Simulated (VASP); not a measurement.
# CdSe with PBE: from relaxation to properties, part 4 of 4

Aim: relax CdSe, then compute properties on the relaxed cell. The start is a computed cell from the Materials Project.

VASP 6.6.1; PBE; plane waves and PAW (Cd, Se).

So far, gap on the k-mesh (eV): step 2 (relaxing cell and atoms (PBE)) 0.495; step 4 (density, ELF and potential (PBE)) 0.495; step 6 (density of states (PBE)) 0.498; step 7 (volume scan with PBE, volume scale 0.94) 0.624; step 8 (volume scan with PBE, volume scale 0.96) 0.580.

## (12) Volume scan with PBE, volume scale 1.04

INCAR

```
SYSTEM = CdSe
PREC = Accurate
ENCUT = 400
EDIFF = 1E-06
NELM = 100
ISMEAR = 0
SIGMA = 0.05
LREAL = .FALSE.
ALGO = Normal
GGA = PE
NBANDS = 15
LORBIT = 11
LWAVE = .FALSE.
LCHARG = .FALSE.
KPAR = 2
ISIF = 2
```

POSCAR

```
CdSe
1.0
    0.0000000000      3.1357155558      3.1357155558
    3.1357155558      0.0000000000      3.1357155558
    3.1357155558      3.1357155558      0.0000000000
Cd Se
1 1
Direct
    0.0000000000      0.0000000000      0.0000000000
    0.7500000000      0.7500000000      0.7500000000
```

KPOINTS

```
Automatic mesh
0
Gamma
6 6 6
0 0 0
```

Potentials, in the order of the species: Cd and Se (PBE family, release 64).

Started as:

```sh
$ mpirun -np 2 vasp_std
```

Log:

```text
[... set-up lines as in an earlier step ...]
 entering main loop
       N       E                     dE             d eps       ncg     rms          rms(c)
DAV:   1     0.887735726052E+02    0.88774E+02   -0.75444E+03   496   0.856E+02
DAV:   2    -0.241882975824E+01   -0.91192E+02   -0.86498E+02   571   0.230E+02
DAV:   3    -0.586751774802E+01   -0.34487E+01   -0.34426E+01   571   0.476E+01
DAV:   4    -0.588157791854E+01   -0.14060E-01   -0.14060E-01   592   0.302E+00
[...]
DAV:  10    -0.548484540010E+01   -0.78124E-04   -0.16014E-04   564   0.157E-01    0.457E-02
DAV:  11    -0.548489944237E+01   -0.54042E-04   -0.90043E-05   515   0.599E-02    0.177E-02
DAV:  12    -0.548489908427E+01    0.35810E-06   -0.14159E-06   577   0.127E-02
   1 F= -.54848991E+01 E0= -.54848991E+01  d E =-.198944E-10
```

Elapsed: 8 s, on 2 MPI ranks of Intel Xeon Platinum 8259CL at 2.50GHz (Skylake/Cascade Lake), shared host; peak memory 0.3 GiB; 14 s of CPU time.

From OUTCAR (step 12):

```text
  Total       -0.6260470     -0.6260470     -0.6260470      0.0000000      0.0000000     -0.0000000
  in kB      -16.2658786    -16.2658786    -16.2658786      0.0000000      0.0000000     -0.0000000
  external PRESSURE =     -16.2658786 kB  Pullay stress =       0.0000000 kB

 POSITION                                       TOTAL-FORCE (eV/Angst)
 -----------------------------------------------------------------------------------
      0.00000      0.00000      0.00000         0.000000     -0.000000      0.000000
      4.70357      4.70357      4.70357        -0.000000      0.000000     -0.000000
 -----------------------------------------------------------------------------------
    total drift:                                0.000001      0.000001      0.000001

  FREE ENERGIE OF THE ION-ELECTRON SYSTEM (eV)
  ---------------------------------------------------
  free  energy   TOTEN  =        -5.4848990843 eV

  energy  without entropy=       -5.4848990842  energy(sigma->0) =       -5.48489908

[... 1 part as in an earlier step ...]

[... 2 further parts left out ...]
[key lines of the parts left out:]
E-fermi :   0.4660
```

The pressure falls from -0.85 to -1.63 GPa.

The run ends at a pressure of -1.63 GPa.

## (13) Volume scan with PBE, volume scale 1.06

A prediction first. A parabola through the 6 pressures of evenly scaled cells so far, P = 0.03 -46.6 t +113 t² GPa with t = ln(V/V₁) and V₁ the volume at scale 1, gives -2.30 GPa at t = +0.0583.

INCAR is that of step 12.

POSCAR

```
CdSe
1.0
    0.0000000000      3.1556888048      3.1556888048
    3.1556888048      0.0000000000      3.1556888048
    3.1556888048      3.1556888048      0.0000000000
Cd Se
1 1
Direct
    0.0000000000      0.0000000000      0.0000000000
    0.7500000000      0.7500000000      0.7500000000
```

KPOINTS is that of step 12.

Started as:

```sh
$ mpirun -np 2 vasp_std
```

Log:

```text
[... set-up lines as in an earlier step ...]
 entering main loop
       N       E                     dE             d eps       ncg     rms          rms(c)
DAV:   1     0.895096437652E+02    0.89510E+02   -0.76389E+03   504   0.867E+02
DAV:   2    -0.219394883995E+01   -0.91704E+02   -0.87881E+02   578   0.232E+02
DAV:   3    -0.585810376902E+01   -0.36642E+01   -0.36561E+01   550   0.485E+01
DAV:   4    -0.587474650399E+01   -0.16643E-01   -0.16642E-01   655   0.316E+00
[...]
DAV:  10    -0.547290756939E+01   -0.81192E-04   -0.15748E-04   543   0.153E-01    0.462E-02
DAV:  11    -0.547296265238E+01   -0.55083E-04   -0.90394E-05   529   0.593E-02    0.177E-02
DAV:  12    -0.547296234403E+01    0.30834E-06   -0.12430E-06   542   0.111E-02
   1 F= -.54729623E+01 E0= -.54729623E+01  d E =-.373901E-09
```

The job ended after 6.6 s (2 MPI ranks; peak memory 0.31 GiB; 11 s of CPU time).

OUTCAR, selected parts (step 13):

```text
  Total       -0.9108580     -0.9108580     -0.9108580      0.0000000      0.0000000      0.0000000
  in kB      -23.2192806    -23.2192806    -23.2192806      0.0000000      0.0000000      0.0000000
  external PRESSURE =     -23.2192806 kB  Pullay stress =       0.0000000 kB

 POSITION                                       TOTAL-FORCE (eV/Angst)
 -----------------------------------------------------------------------------------
      0.00000      0.00000      0.00000         0.000000      0.000000      0.000000
      4.73353      4.73353      4.73353        -0.000000     -0.000000     -0.000000
 -----------------------------------------------------------------------------------
    total drift:                                0.000001      0.000001      0.000001

  FREE ENERGIE OF THE ION-ELECTRON SYSTEM (eV)
  ---------------------------------------------------
  free  energy   TOTEN  =        -5.4729623440 eV

  energy  without entropy=       -5.4729623437  energy(sigma->0) =       -5.47296234

[... 1 part as in an earlier step ...]

[... 2 further parts left out ...]
[key lines of the parts left out:]
E-fermi :   0.3190
```

The pressure falls from -1.63 to -2.32 GPa. The parabola predicted -2.30 GPa, +0.02 GPa off.

## (14) Comparing the runs

Times are for 2 MPI ranks of Intel Xeon Platinum 8259CL at 2.50GHz (Skylake/Cascade Lake), shared host. The runs compared:

| no. | volume scale | energy above the lowest point (meV/atom) | pressure (GPa) | gap on the k-mesh (eV) | time | memory (GiB) |
| --- | --- | --- | --- | --- | --- | --- |
| 1 | 0.94 | 22.13 | 3.350 | 0.6241 | 5.4 s | 0.28 |
| 2 | 0.96 | 10.58 | 2.117 | 0.5803 | 7.6 s | 0.29 |
| 3 | 0.98 | 3.32 | 1.017 | 0.5374 | 5.6 s | 0.28 |
| 4 | 1 | 0 | 0.03338 | 0.4953 | 7.8 s | 0.3 |
| 5 | 1.02 | 0.23 | -0.8478 | 0.454 | 6.6 s | 0.3 |
| 6 | 1.04 | 3.47 | -1.627 | 0.4137 | 8 s | 0.3 |
| 7 | 1.06 | 9.44 | -2.322 | 0.3742 | 6.6 s | 0.31 |

## (15) Fit for PBE

This step: Birch-Murnaghan fit, PBE; plane waves and PAW (VASP 6.6.1).

No new run; the numbers come from the runs before.

This step gave:

| Item | Value |
| --- | --- |
| pressure derivative of the bulk modulus | 4.942 |
| r.m.s. error of the fit | 2.59e-5 eV/atom |
| minimum inside the sampled range | yes |
| bulk modulus | 44.82 GPa |
| equilibrium volume of the fit | 29.91 Å³/atom |

The energy above the fitted minimum by volume:

| volume (Å³/atom) | energy above the fitted minimum (eV/atom) |
| --- | --- |
| 27.87 | 0.0224 |
| 28.46 | 0.0109 |
| 29.05 | 0.00361 |
| 29.65 | 2.9e-4 |
| 30.24 | 5.2e-4 |
| 30.83 | 0.00376 |
| 31.43 | 0.00973 |

The fitted volume lies +0.89 % from the relaxed one. At a finite cutoff and mesh the minimum of the energy and the zero of the stress don't quite coincide, and the relaxation stops at a threshold.

## (16) Vibrations at Γ (PBE)

This step: PBE; plane waves and PAW (Cd, Se) (VASP 6.6.1).

Zone-centre modes test whether the atoms sit at a minimum within this cell. IBRION = 8 takes the force constants from linear response, which needs tightly converged orbitals.

INCAR, as its differences from that of step 13:

```diff
@@ -3,3 +3,3 @@
 ENCUT = 400
-EDIFF = 1E-06
+EDIFF = 1E-08
 NELM = 100
@@ -15,2 +15,3 @@
 KPAR = 2
+IBRION = 8
 ISIF = 2
```

POSCAR

```
CdSe
1.0
    0.0000000000      3.0949873672      3.0949873672
    3.0949873672      0.0000000000      3.0949873672
    3.0949873672      3.0949873672      0.0000000000
Cd Se
1 1
Direct
    0.0000000000      0.0000000000      0.0000000000
    0.7500000000      0.7500000000      0.7500000000
```

KPOINTS is that of step 13.

Started as:

```sh
$ mpirun -np 2 vasp_std
```

Log:

```text
[... set-up lines as in an earlier step ...]
 entering main loop
       N       E                     dE             d eps       ncg     rms          rms(c)
[... 11 cycles as in an earlier step ...]
DAV:  12    -0.549184434985E+01    0.60556E-06   -0.28780E-06   606   0.207E-02    0.562E-03
DAV:  13    -0.549184501547E+01   -0.66562E-06   -0.20385E-06   522   0.755E-03    0.312E-03
DAV:  14    -0.549184500570E+01    0.97696E-08   -0.63450E-08   613   0.194E-03
   1 F= -.54918450E+01 E0= -.54918450E+01  d E =-.133459E-13
 Linear response reoptimize wavefunctions to high precision
DAV:   1    -0.549184512638E+01   -0.12068E-06   -0.17410E-08   550   0.917E-04
DAV:   2    -0.549184512646E+01   -0.75943E-10   -0.96817E-11   464   0.884E-05
 Linear response DOF=           2
 Linear response progress:
  Degree of freedom:   1/  2
       N       E                     dE             d eps       ncg     rms          rms(c)
RMM:   1    -0.432971910034E+00   -0.43297E+00   -0.23208E-01  2277   0.333E+00
RMM:   2    -0.433204082910E+00   -0.23217E-03   -0.20847E-03  2080   0.346E-01    0.105E-01
RMM:   3    -0.432716352352E+00    0.48773E-03   -0.47371E-05  2264   0.507E-02    0.608E-02
RMM:   4    -0.432129461923E+00    0.58689E-03   -0.32926E-05  2236   0.404E-02    0.701E-03
RMM:   5    -0.432097714069E+00    0.31748E-04   -0.84512E-07  2100   0.534E-03    0.251E-03
RMM:   6    -0.432113747638E+00   -0.16034E-04   -0.32458E-07  2201   0.346E-03    0.522E-04
RMM:   7    -0.432117414259E+00   -0.36666E-05   -0.37359E-08  2200   0.949E-04    0.113E-04
RMM:   8    -0.432116971686E+00    0.44257E-06   -0.70558E-10  2372   0.150E-04    0.758E-05
RMM:   9    -0.432116775807E+00    0.19588E-06   -0.17796E-10  2238   0.108E-04    0.100E-05
RMM:  10    -0.432116775717E+00    0.90124E-10   -0.18739E-10  2424   0.221E-05    0.319E-06
 first order change of Fermi-energy  -0.48450E-02
 force on displaced ion       1 direction 1 :  -4.230  -0.000  -0.000
 Linear response progress:
  Degree of freedom:   2/  2
       N       E                     dE             d eps       ncg     rms          rms(c)
RMM:   1    -0.836474324091E-01   -0.83647E-01    0.10340E-01  3309   0.134E+00
RMM:   2    -0.841173318825E-01   -0.46990E-03   -0.12874E-03  2131   0.251E-01    0.118E-01
RMM:   3    -0.843217861225E-01   -0.20445E-03   -0.55089E-05  2231   0.460E-02    0.658E-02
RMM:   4    -0.846853948948E-01   -0.36361E-03   -0.48338E-05  2218   0.432E-02    0.802E-03
RMM:   5    -0.847133885164E-01   -0.27994E-04   -0.26840E-06  2251   0.807E-03    0.353E-03
RMM:   6    -0.847070005255E-01    0.63880E-05   -0.18720E-08  2254   0.125E-03    0.157E-03
RMM:   7    -0.847085798328E-01   -0.15793E-05    0.36099E-08  2215   0.121E-03    0.132E-04
RMM:   8    -0.847087977539E-01   -0.21792E-06    0.16091E-09  2189   0.190E-04    0.728E-05
RMM:   9    -0.847087378630E-01    0.59891E-07   -0.53815E-09  2219   0.122E-04    0.163E-05
RMM:  10    -0.847088547984E-01   -0.11694E-06   -0.39415E-10  2259   0.263E-05    0.143E-05
RMM:  11    -0.847088415225E-01    0.13276E-07   -0.16760E-09  2085   0.934E-06    0.255E-06
RMM:  12    -0.847088482507E-01   -0.67283E-08   -0.17952E-09  1928   0.453E-06    0.157E-07
 first order change of Fermi-energy   0.58550E-02
 force on displaced ion       2 direction 1 :  -4.236   0.000   0.000
 Linear response finished
```

Elapsed: 57 s, on 2 MPI ranks; peak memory 0.45 GiB.

OUTCAR, selected parts (step 16):

```text
   NELECT =      18.0000    total number of electrons

  Total        0.0104512      0.0104512      0.0104512     -0.0000000     -0.0000000      0.0000000
  in kB        0.2824045      0.2824045      0.2824045     -0.0000000     -0.0000000      0.0000000
  external PRESSURE =       0.2824045 kB  Pullay stress =       0.0000000 kB

 POSITION                                       TOTAL-FORCE (eV/Angst)
 -----------------------------------------------------------------------------------
      0.00000      0.00000      0.00000         0.000000     -0.000000     -0.000000
      4.64248      4.64248      4.64248         0.000000      0.000000      0.000000
 -----------------------------------------------------------------------------------
    total drift:                                0.000001      0.000001      0.000001

 Eigenvectors and eigenvalues of the dynamical matrix
 ----------------------------------------------------

   1 f  =    4.722957 THz    29.675212 2PiTHz  157.540875 cm-1    19.532570 meV
             X         Y         Z           dx          dy          dz
      0.000000  0.000000  0.000000     0.000000    0.642069    0.000000
      4.642481  4.642481  4.642481     0.000000   -0.766647    0.000000

   2 f  =    4.722957 THz    29.675212 2PiTHz  157.540875 cm-1    19.532570 meV
             X         Y         Z           dx          dy          dz
      0.000000  0.000000  0.000000    -0.642069    0.000000    0.000000
      4.642481  4.642481  4.642481     0.766647    0.000000    0.000000

   3 f  =    4.722957 THz    29.675212 2PiTHz  157.540875 cm-1    19.532570 meV
             X         Y         Z           dx          dy          dz
      0.000000  0.000000  0.000000     0.000000    0.000000   -0.642069
      4.642481  4.642481  4.642481     0.000000    0.000000    0.766647

   4 f/i=    0.001677 THz     0.010538 2PiTHz    0.055943 cm-1     0.006936 meV
             X         Y         Z           dx          dy          dz
      0.000000  0.000000  0.000000     0.766647    0.000000    0.000000
      4.642481  4.642481  4.642481     0.642069    0.000000    0.000000

   5 f/i=    0.001677 THz     0.010538 2PiTHz    0.055943 cm-1     0.006936 meV
             X         Y         Z           dx          dy          dz
      0.000000  0.000000  0.000000     0.000000   -0.766647    0.000000
      4.642481  4.642481  4.642481     0.000000   -0.642069    0.000000

   6 f/i=    0.001677 THz     0.010538 2PiTHz    0.055943 cm-1     0.006936 meV
             X         Y         Z           dx          dy          dz
      0.000000  0.000000  0.000000     0.000000    0.000000    0.766647
      4.642481  4.642481  4.642481     0.000000    0.000000    0.642069

 ELASTIC MODULI CONTR FROM IONIC RELAXATION (kBar)
 Direction    XX          YY          ZZ          XY          YZ          ZX
 --------------------------------------------------------------------------------
 XX          -0.0000      0.0000      0.0000      0.0000     -0.0000      0.0000
 YY           0.0000     -0.0000     -0.0000      0.0000      0.0000     -0.0000
 ZZ           0.0000     -0.0000     -0.0000     -0.0000      0.0000      0.0000
 XY           0.0000      0.0000     -0.0000   -169.5579      0.0000      0.0000
 YZ          -0.0000      0.0000      0.0000      0.0000   -169.5579      0.0000
 ZX           0.0000     -0.0000      0.0000      0.0000      0.0000   -169.5579
 --------------------------------------------------------------------------------

[... 8 parts as in an earlier step ...]

[... 3 further parts left out ...]
```

Energies printed during the response cycles are not total energies of the cell.

This step gave:

- pressure of the cell: 0.02824 GPa
- largest force of the cell: 0 eV/Å
- Fermi energy: 0.7972 eV
- gap on the k-mesh: 0.4956 eV
- least direct gap on the k-mesh: 0.4956 eV

Transverse limit, no LO-TO splitting. Modes at Γ, with each element's share of the kinetic energy:

| mode | frequency (cm⁻¹) | symmetry | Cd % | Se % |
| --- | --- | --- | --- | --- |
| 1 | -0.1 | acoustic | 59 | 41 |
| 2 | -0.1 | acoustic | 59 | 41 |
| 3 | -0.1 | acoustic | 59 | 41 |
| 4 | 157.5 | T2 | 41 | 59 |
| 5 | 157.5 | T2 | 41 | 59 |
| 6 | 157.5 | T2 | 41 | 59 |

Displacements in mode 6 (157.5 cm⁻¹), the largest set to 1:
```
Cd1  0.00  0.70  0.00
Se2  0.00 -1.00  0.00
```

The three acoustic modes lie within 0.1 cm⁻¹ of zero, and all others are real. By the characters of their eigenvectors the optical modes sort into (cm⁻¹) Raman active: T2 158; infrared active: T2 158.

## (17) Summary of results

* relaxed volume: 29.65 Å³/atom
* relaxed conventional cell a, b, c: 6.190, 6.190, 6.190 Å
* space group after relaxing, within 0.02 Å: F-43m (No. 216)
* band gap: 0.495 eV, direct
* gap among the points of the DOS mesh alone, an upper bound: 0.498 eV
* bulk modulus from the fit: 44.8 GPa
* volume from the fit: 29.9 Å³/atom
* highest zone-centre mode: 158 cm⁻¹

What this shows: With PBE, CdSe relaxes to 29.65 Å³/atom in space group F-43m (held by the symmetry of the run), has a direct gap of 0.495 eV and has a bulk modulus of 44.8 GPa. Band structure (PBE): The path shows a direct gap of 0.50 eV (valence top at Γ, conduction bottom at Γ). Vibrations at Γ (PBE): The highest mode in this list at Γ, 157.5 cm⁻¹, has its largest share on Se (59 % of the kinetic energy). Semilocal functionals usually underestimate gaps. Spin-orbit coupling is left out; it would split some degenerate bands. Modes at Γ alone can't show that the crystal is stable at other wave vectors, and the LO-TO splitting is not included. No search among competing phases was made, and a listed structure need not be the one stable at ambient conditions. All values are for a static lattice at zero temperature.

[Lines on the potential files, build, host, timing and source positions are cut from VASP's logs without a mark.]

[Logs are printed without paths, hosts, clocks, repeated set-up lines and the standing remarks that a program may print on its own settings, such as how far it seeks lower states.]

[Hosts, paths, dates, database ids (printed as entryN), source tags and the programs' standing remarks are cut or masked in the printed files.]

[A measured line is paired with the nearest computed mode of its activity, which favours agreement.]
